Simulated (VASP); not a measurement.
A VASP calculation is set up with these files.

### KPOINTS
```
Automatic mesh
0
gamma
16 16 16
```

POSCAR:
```
Ta
1.6461420
 -1.0000000190   1.0000000190   1.0000000190
  1.0000000190  -1.0000000190   1.0000000190
  1.0000000190   1.0000000190  -1.0000000190
Ta
1
Cartesian
  0.0000000000   0.0000000000   0.0000000000
```

**INCAR**
```
SYSTEM  =  Ta
PREC  =  Accurate; ENCUT  =  520; LREAL  =  F
LASPH  =  T
EDIFF  =  1E-7; NELM  =  100; ALGO  =  Normal
LMAXMIX  =  6
ISMEAR  =  1; SIGMA  =  0.1
ISIF  =  2
LWAVE  =  F; LCHARG  =  F
```

POTCAR, in this order: Ta_pv (LDA.64 set). Program: vasp_std.

Translate this LDA calculation to Ansatz.

One equivalent input (not run):
Ansatz 0.2 input:
```yaml
crystal:
  lattice:
    - [-1.6461420, 1.6461420, 1.6461420]
    - [1.6461420, -1.6461420, 1.6461420]
    - [1.6461420, 1.6461420, -1.6461420]
  atoms:
    - { symbol: Ta, position: [0.0000000, 0.0000000, 0.0000000] }
kpoints:
  mp_grid: { grid: [16, 16, 16] }
hamiltonian:
  xc: lda
  pseudopotentials: { kind: paw }
scf:
  occupations: { method: methfessel_paxton, width: 0.1 }
  max_iter: 100
output: { forces: true, stress: true, eigenvalues: true }
```
The two are equivalent in intent, not identical: each code has its own PAW files, so the cut-off isn't converted (ENCUT is set for VASP's; basis.ecutwfc is left out, and Ansatz then takes the one that its files recommend); Ansatz stops its SCF on the density residual and VASP on the energy change (EDIFF); Ansatz's lda is the Perdew-Wang form, while the LDA potentials of VASP carry Perdew-Zunger's.

The compound is Ta in the bcc structure. This cell is one point of a volume scan, at 1.03 of the reference volume.
